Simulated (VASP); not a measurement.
Given:

```yaml
crystal:
  lattice:
    - [1.95748, -3.37350, 0.00000]
    - [1.95748, 3.37350, 0.00000]
    - [0.00000, 0.00000, 5.05009]
  atoms:
    - { symbol: Ni, position: [0.00000, 0.00000, 0.50000] }
    - { symbol: Ni, position: [0.00000, 0.00000, 0.00000] }
    - { symbol: Sb, position: [0.33395, 0.66605, 0.25000] }
    - { symbol: Sb, position: [0.66605, 0.33395, 0.75000] }
```

All values below come from PBEsol GGA, VASP's PBE PAW potentials (set 64) (plane waves; VASP). Settings: 480 eV cut-off, 8×8×6 Γ-centred mesh, first-order Methfessel-Paxton smearing of 0.10 eV, potentials Ni Sb.

Give the stress tensor in GPa (positive for a compressed cell).

```
1.02  0.00  0.00
0.00  1.43  0.00
0.00  0.00  1.62
```
The pressure is its mean diagonal, 1.36 GPa.

The compound is NiSb in the NiAs type structure. This cell was strained or had an atom moved on purpose. Symmetry was kept, so distortions that lower it aren't found. The run is not spin-polarised, so no magnetic state was tried.
